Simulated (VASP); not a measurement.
# Ta4NiO11: relaxation of cell and atoms with PBEsol

The system is Ta4NiO11.

```xyz
16
Lattice="4.7709 0.0000 0.0051 0.0000 5.8245 0.0000 -1.9863 0.0000 7.2505" Properties=species:S:1:pos:R:3 pbc="T T T"
Ta    1.4160    2.9123    5.5166
Ta    1.3686    2.9123    1.7391
Ta   -0.7939    0.0000    5.7922
Ta    3.5785    0.0000    1.4634
Ni    1.3923    0.0000    3.6278
O     0.2955    4.6546    4.7184
O     2.4891    4.6546    2.5373
O     2.6928    1.5019    5.8571
O     0.0919    1.5019    1.3986
O     2.4891    1.1700    2.5373
O     0.2955    1.1700    4.7184
O     0.0919    4.3226    1.3986
O     2.6928    4.3226    5.8571
O     2.3854    2.9123    0.0026
O     2.3854    0.0000    0.0026
O     1.3923    2.9123    3.6278
```

The cell was built by a generator and needn't be a form met in nature.

```json
{
  "Program": "VASP 6.6.1",
  "Task": "relaxation of cell and atoms",
  "Functional": "PBEsol",
  "Potentials or basis": "VASP PAW PBE potentials, release 64 (Ta_pv, Ni, O)",
  "Cutoff": "600 eV",
  "k mesh": "6 × 5 × 4",
  "Occupations": "fermi-dirac, width 0.05 eV",
  "Spin": "collinear spin, ferromagnetic start",
  "Starting moments": "[0.0, 0.0, 0.0, 0.0, 1.0, 0.0, 0.0, 0.0, 0.0, 0.0, 0.0, 0.0, 0.0, 0.0, 0.0, 0.0] μB",
  "Further INCAR settings": "ALGO = Normal; EDIFF = 1e-06; IBRION = 2; EDIFFG = -0.01; NSW = 40; ISIF = 3"
}
```

The relaxed volume is 12.22 Å³/atom and the relaxed cell is a = 4.705 Å, b = 5.772 Å, c = 7.484 Å, α = 90.00°, β = 105.81°, γ = 90.00°. The space group after relaxing (to 0.05 Å) is P2/m (No. 10), the energy gained by relaxing is 6.4 meV/atom and the ionic steps are 25. The pressure after relaxing is 0.0 GPa, the largest force after relaxing is 0.008 eV/Å and the band gap on the k mesh is 0.86 eV, indirect (least direct gap 0.91 eV). The net moment is 0.00 μB per cell and the valence electrons inside the program's atomic spheres are Ta 8.80, 8.97; Ni 9.24; O 5.04, 5.06, 5.02, 5.10, 5.12.

Forces in eV/Å, atoms in the order of the input:
```
Ta   0.000  0.000 -0.007
Ta   0.000  0.000  0.007
Ta  -0.003  0.000  0.002
Ta   0.003  0.000 -0.002
Ni   0.000  0.000  0.000
O   -0.005  0.006  0.003
O    0.005  0.006 -0.003
O    0.001  0.000 -0.002
O   -0.001  0.000  0.002
O    0.005 -0.006 -0.003
O   -0.005 -0.006  0.003
O   -0.001  0.000  0.002
O    0.001  0.000 -0.002
O    0.000  0.000  0.000
O    0.000  0.000  0.000
O    0.000  0.000  0.000
```

Step by step:
| step | energy change (eV) | largest force (eV/Å) | pressure (GPa) | volume (Å³) |
| --- | --- | --- | --- | --- |
| 1 | 0.0000 | 0.2004 | -5.30 | 201.54 |
| 2 | 0.1445 | 0.9171 | 10.09 | 189.63 |
| 3 | -0.0803 | 0.3533 | -0.01 | 196.98 |
| 4 | -0.0873 | 0.4282 | 0.00 | 196.14 |
| 5 | -0.0908 | 0.2660 | -0.02 | 196.45 |
| 6 | -0.0943 | 0.1238 | 0.05 | 196.16 |
| 7 | -0.0946 | 0.0957 | 0.03 | 196.22 |
| 8 | -0.0978 | 0.0472 | -0.05 | 196.15 |
| 9 | -0.0986 | 0.0801 | -0.13 | 196.10 |
| 10 | -0.1002 | 0.0876 | 0.07 | 195.79 |
| 11 | -0.1002 | 0.0649 | 0.06 | 195.84 |
| 12 | -0.1010 | 0.0557 | -0.05 | 195.77 |
| 13 | -0.1011 | 0.0445 | -0.04 | 195.78 |
| 14 | -0.1014 | 0.0277 | 0.01 | 195.70 |
| 15 | -0.1014 | 0.0336 | 0.03 | 195.67 |
| 16 | -0.1015 | 0.0419 | -0.06 | 195.67 |
| 17 | -0.1015 | 0.0241 | -0.03 | 195.67 |
| 18 | -0.1016 | 0.0125 | 0.03 | 195.61 |
| 19 | -0.1016 | 0.0146 | 0.04 | 195.60 |
| 20 | -0.1016 | 0.0173 | -0.04 | 195.64 |
| 21 | -0.1016 | 0.0166 | -0.08 | 195.64 |
| 22 | -0.1016 | 0.0151 | -0.05 | 195.63 |
| 23 | -0.1017 | 0.0161 | 0.03 | 195.57 |
| 24 | -0.1017 | 0.0167 | 0.04 | 195.57 |
| 25 | -0.1017 | 0.0085 | -0.01 | 195.58 |

Final structure:
```yaml
crystal:
  lattice:
    - [4.70511, 0.00000, -0.02370]
    - [0.00000, 5.77225, 0.00000]
    - [-2.00266, 0.00000, 7.21130]
  atoms:
    - { symbol: Ta, position: [0.60676, 0.50000, 0.76009] }
    - { symbol: Ta, position: [0.39324, 0.50000, 0.23991] }
    - { symbol: Ta, position: [0.16171, 0.00000, 0.79757] }
    - { symbol: Ta, position: [0.83829, 0.00000, 0.20243] }
    - { symbol: Ni, position: [0.50000, 0.00000, 0.50000] }
    - { symbol: O, position: [0.33404, 0.79953, 0.64860] }
    - { symbol: O, position: [0.66596, 0.79953, 0.35140] }
    - { symbol: O, position: [0.90314, 0.25978, 0.80838] }
    - { symbol: O, position: [0.09686, 0.25978, 0.19162] }
    - { symbol: O, position: [0.66596, 0.20047, 0.35140] }
    - { symbol: O, position: [0.33404, 0.20047, 0.64860] }
    - { symbol: O, position: [0.09686, 0.74022, 0.19162] }
    - { symbol: O, position: [0.90314, 0.74022, 0.80838] }
    - { symbol: O, position: [0.50000, 0.50000, 0.00000] }
    - { symbol: O, position: [0.50000, 0.00000, 0.00000] }
    - { symbol: O, position: [0.50000, 0.50000, 0.50000] }
```

Levels at points of the mesh, in eV from the valence-band top:
Spin up:
| k point | band 58 | band 59 | band 60 | band 61 | band 62 | band 63 |
| --- | --- | --- | --- | --- | --- | --- |
| (0.00, 0.00, 0.00) | -0.41 | -0.12 | -0.10 | 1.05 | 1.24 | 1.73 |
| (0.50, 0.00, 0.00) | -0.31 | -0.27 | -0.19 | 1.16 | 1.60 | 1.94 |
| (0.00, 0.00, 0.50) | -0.27 | -0.09 | -0.05 | 1.24 | 1.40 | 1.79 |
| (0.50, 0.00, 0.50) | -0.23 | -0.15 | -0.12 | 1.30 | 1.96 | 2.08 |
Spin down:
```tsv
k point	band 56	band 57	band 58	band 59	band 60	band 61	band 62	band 63	band 64	band 65
(0.00, 0.00, 0.00)	-0.82	-0.77	-0.41	-0.12	-0.10	1.05	1.24	1.73	1.97	2.62
(0.50, 0.00, 0.00)	-1.01	-0.80	-0.31	-0.27	-0.19	1.16	1.60	1.94	2.02	2.28
(0.00, 0.00, 0.50)	-0.77	-0.73	-0.27	-0.09	-0.05	1.24	1.40	1.79	2.00	2.90
(0.50, 0.00, 0.50)	-1.12	-0.80	-0.23	-0.15	-0.12	1.30	1.96	2.08	2.31	2.58
```

Run time: 72 min on 4 MPI ranks on Intel(R) Xeon(R) Platinum 8488C (Sapphire Rapids) (shared host), peak memory 1.2 GiB a rank.

Caveat: the PAW data sets were made with another functional, which shifts forces and pressure a little; spin-orbit coupling is left out, which moves the levels of the heavy elements; an odd mesh through Γ misses points on the zone boundary, where band edges often lie.
